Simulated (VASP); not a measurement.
KI (rock salt), at 1.04 of the tabulated volume:

```yaml
crystal:
  lattice:
    - [0.00000, 3.58152, 3.58152]
    - [3.58152, 0.00000, 3.58152]
    - [3.58152, 3.58152, 0.00000]
  atoms:
    - { symbol: K, position: [0.00000, 0.00000, 0.00000] }
    - { symbol: I, position: [0.50000, 0.50000, 0.50000] }
```

The lowest empty band near Γ, direction [111], from mBJ (TB09) with spin-orbit coupling in VASP (PAW); its two spin partners are averaged. The gap over the points computed is 5.53 eV, and the next band on that side lies 1.84 eV away at the edge.

Numerical set-up: 400 eV cut-off, 7×7×7 Γ-centred mesh, Gaussian smearing of 0.050 eV, potentials K_sv I.

```
distance from the edge in k (1/Å)  distance in energy (meV)
---------------------------------  ------------------------
0.025                                                   5.7
0.035                                                  11.1
0.050                                                  22.5
0.070                                                  43.9
```

Q: Fit E(1 + αE) = ħ²k²/2m* (ħ²/2m0 = 3.810 eV Å²) and predict the row at 0.095 1/Å.

A: The rows don't resolve α, so a parabola serves: the electron mass is m* = 0.425 m0, and so 81.0 meV. The run gave 80.1 meV, -0.9 meV from the fit.

Left out are points under 3 meV from the edge, since the levels carry 0.1 meV, and points farther than half the way to the next band.

The compound is KI in the rock salt structure. The cell was not relaxed at this level.
